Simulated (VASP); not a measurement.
Calculation: PBE GGA, VASP's PBE PAW potentials (set 64) (plane waves; VASP).

The input files of a VASP run:

File POSCAR:
```
CoSi
1
    4.4230060000     0.0000000000     0.0000000000
    0.0000000000     4.4230060000     0.0000000000
    0.0000000000     0.0000000000     4.4230060000
Co Si
4 4
Direct
  0.8541000000   0.6459000000   0.3541000000
  0.6459000000   0.3541000000   0.8541000000
  0.3541000000   0.8541000000   0.6459000000
  0.1459000000   0.1459000000   0.1459000000
  0.1565400000   0.3434600000   0.6565400000
  0.3434600000   0.6565400000   0.1565400000
  0.6565400000   0.1565400000   0.3434600000
  0.8434600000   0.8434600000   0.8434600000
```

INCAR:
```
# general
SYSTEM  = CoSi
PREC    = Accurate
ENCUT   = 300
LREAL   = .FALSE.
LASPH   = .TRUE.

# electronic loop
EDIFF   = 1E-6
NELM    = 100
ALGO    = Normal
LMAXMIX = 4

# smearing
ISMEAR  = 0
SIGMA   = 0.272

# functional
GGA     = PE

# ions
ISIF    = 2

# output
LWAVE   = .FALSE.
LCHARG  = .FALSE.
```

**KPOINTS**
```
Automatic mesh
0
Gamma
9 9 9
0 0 0
```

POTCAR, in this order: Co Si (PBE.64 set). Program: vasp_std.

Predict the energy per atom (σ→0), band gap (on the k-mesh).

The energy per atom (σ→0) is -6.841 eV/atom. The band gap (on the k-mesh) is none (metal, semimetal or under 0.01 eV).

**OSZICAR**
```
...
DAV:   9    -0.547714560601E+02    0.92564E-01   -0.32286E-01  4304   0.620E+00    0.113E+00
DAV:  10    -0.547649813095E+02    0.64748E-02   -0.24182E-02  4367   0.108E+00    0.211E-01
DAV:  11    -0.547646341403E+02    0.34717E-03   -0.15321E-03  4143   0.338E-01    0.986E-02
DAV:  12    -0.547645804403E+02    0.53700E-04   -0.15261E-04  3861   0.110E-01    0.242E-02
DAV:  13    -0.547645770407E+02    0.33996E-05   -0.41329E-05  4478   0.430E-02    0.288E-02
DAV:  14    -0.547645763650E+02    0.67576E-06   -0.14602E-05  3402   0.220E-02    0.915E-03
DAV:  15    -0.547645759538E+02    0.41113E-06   -0.13498E-06  2074   0.103E-02
   1 F= -.54764576E+02 E0= -.54724126E+02  d E =-.808994E-01
```

The structure comes from a computed database's CoSi entry; how it stands against other phases isn't given here. The cell was not relaxed at this level. The run is not spin-polarised, so no magnetic state was tried.
